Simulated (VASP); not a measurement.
```
CELL_PARAMETERS angstrom
      0.00000     3.36027     3.36027
      3.36027     0.00000     3.36027
      3.36027     3.36027     0.00000
ATOMIC_POSITIONS crystal
  Hg 0.00000 0.00000 0.00000
  Te 0.25000 0.25000 0.25000
```

Calculation: HSEsol screened hybrid, VASP's PBE PAW potentials (set 64) (plane waves; VASP 6.6.1). Run with 520 eV cut-off, 6×6×6 Γ-centred mesh, Gaussian smearing of 0.050 eV, potentials Hg Te.

Unless said otherwise, spin-orbit coupling is left out, though it shifts the bands of the heavy elements here.

Problem. Estimate the energy per atom (σ→0), pressure, band gap (on the k-mesh) with the smallest direct gap where there is one.

Solution. 
The band gap (on the k-mesh) is none (metal, semimetal or under 0.01 eV) and the energy per atom (σ→0) is -2.587 eV/atom. The pressure is -3.90 GPa.

Total energies compare only between runs with the same potentials, cut-off and functional.

The compound is HgTe in the zinc blende structure. This cell is one point of a volume scan, at 1.03 of the reference volume. The cell's shape comes from a PBE relaxation.
